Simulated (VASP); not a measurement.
The system is ZnS.

```
Zn S
1.0
     0.00000    2.70200    2.70200
     2.70200    0.00000    2.70200
     2.70200    2.70200    0.00000
Zn S
1 1
Direct
  0.25000 0.25000 0.25000
  0.00000 0.00000 0.00000
```

```yaml
Program: VASP 6.6.1
Task: relaxation of cell and atoms
Functional: PBE
Potentials_or_basis: VASP PAW PBE potentials, release 64 (Zn, S)
Cutoff: 520 eV
k_mesh: 10 × 10 × 10
Occupations: gaussian, width 0.02 eV
Spin: no spin polarisation
```

At the start: pressure 1.8 GPa; volume 19.73 Å³/atom.

Task: How do energy, volume and symmetry change on relaxing?

Result: Over 3 steps the energy falls by 2.5 meV/atom and the volume is 20.20 Å³/atom (+2.4 %); space group F-43m (No. 216, to 0.05 Å).

Step by step:
| step | energy change (eV) | largest force (eV/Å) | pressure (GPa) | volume (Å³) |
| --- | --- | --- | --- | --- |
| 1 | 0.0000 | 0.0000 | 1.76 | 39.45 |
| 2 | -0.0046 | 0.0000 | -0.49 | 40.70 |
| 3 | -0.0051 | 0.0000 | 0.00 | 40.41 |

Final structure:
```cif
data_structure
_symmetry_space_group_name_H-M 'P 1'
_symmetry_Int_Tables_number 1
_cell_length_a 3.8517
_cell_length_b 3.8517
_cell_length_c 3.8517
_cell_angle_alpha 60.000
_cell_angle_beta 60.000
_cell_angle_gamma 60.000
_cell_volume 40.41
loop_
_atom_site_label
_atom_site_type_symbol
_atom_site_fract_x
_atom_site_fract_y
_atom_site_fract_z
_atom_site_occupancy
Zn1 Zn 0.25000 0.25000 0.25000 1
S1 S 0.00000 0.00000 0.00000 1
```
